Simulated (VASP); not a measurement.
A convergence study with VASP on LiH (rock salt): one setting is varied, all else stays as given below, so the limit is that of these other settings.

```xyz
2
Lattice="0.0000 2.0400 2.0400 2.0400 0.0000 2.0400 2.0400 2.0400 0.0000" Properties=species:S:1:pos:R:3 pbc="T T T"
Li     0.0000     0.0000     0.0000
H      2.0400     2.0400     2.0400
```

These are PBE GGA, VASP's PBE PAW potentials (set 64) (plane waves; VASP) values and carry that method's errors. The tightest run used: 700 eV cut-off, 20×20×20 Γ-centred mesh, Gaussian smearing of 0.050 eV, potentials Li_sv H.

```csv
setting,E (eV/atom),pressure (GPa),irreducible k-points
1×1×1 mesh,-6.0648,-35.56,1
2×2×2 mesh,-2.7234,4.56,3
3×3×3 mesh,-3.0779,-2.36,4
4×4×4 mesh,-3.0545,-1.72,8
```

These are the cheaper rows. Estimate the results at 20×20×20 mesh, and how far the last row shown lies from them.

```json
[
 {"quantity": "E (eV/atom)", "tightest run": "-3.0608", "last row shown is off by": "0.0063"},
 {"quantity": "pressure (GPa)", "tightest run": "-2.02", "last row shown is off by": "0.30"}
]
```

Left out are rungs that failed or repeat a setting and relaxations that didn't move; long series are thinned to 24 rows.

The compound is LiH in the rock salt structure. The cell was not relaxed at this level.
